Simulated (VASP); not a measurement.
Here is the system:

```
CELL_PARAMETERS angstrom
      0.00000     2.15414     2.15414
      2.15414     0.00000     2.15414
      2.15414     2.15414     0.00000
ATOMIC_POSITIONS crystal
  Li 0.00000 0.00000 0.00000
  F  0.25000 0.25000 0.25000
```

Computed with PBEsol GGA, VASP's PBE PAW potentials (set 64) (plane waves; VASP). Run with 520 eV cut-off, Gaussian smearing of 0.050 eV, potentials Li_sv F.

Estimate the band gap (along the path) with the smallest direct gap where there is one.

```
Property                                Value
------------------------------------  -------
band gap (along the path)             7.67 eV
smallest direct gap (along the path)  7.67 eV
```

The structure was generated: LiF was put into the zinc blende type (F-43m), which need not be its known phase. It was relaxed first.
